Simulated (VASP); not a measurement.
Consider the following.

```
Ir
1.0
    0.00000     1.92000     1.92000
    1.92000     0.00000     1.92000
    1.92000     1.92000     0.00000
Ir
1
Cartesian
  0.00000   0.00000   0.00000
```

The numbers are results of LDA (Ceperley-Alder, Perdew-Zunger), VASP's LDA PAW potentials (set 64) (plane waves; VASP), not measurements. Run with 520 eV cut-off, 15×15×15 Γ-centred mesh, first-order Methfessel-Paxton smearing of 0.10 eV, potentials Ir.

**Question.** The ions, cell shape and volume are relaxed. Give the cell that the relaxation ends in.

**Answer.** 
```
Ir
1.0
    0.00000     1.90933     1.90933
    1.90933     0.00000     1.90933
    1.90933     1.90933     0.00000
Ir
1
Direct
  0.00000   0.00000   0.00000
```
Space group Fm-3m (225), at a tolerance of 0.03 Å.

**Question.** How do energy and volume change from the first to the last step?

**Answer.** The energy (σ→0) changes by -4.9 meV/atom and the volume by -1.7 %, in 4 ionic steps.

```
step  E(σ→0) (eV)  max force (eV/Å)  pressure (GPa)  volume (Å³)
----  -----------  ----------------  --------------  -----------
1        -10.3260             0.000           -6.53        14.16
2        -10.2438             0.000           32.69        13.01
3        -10.3309             0.000           -0.21        13.93
4        -10.3309             0.000           -0.03        13.92
```

The compound is Ir in the fcc structure. This run relaxes it. Symmetry was kept, so distortions that lower it aren't found.
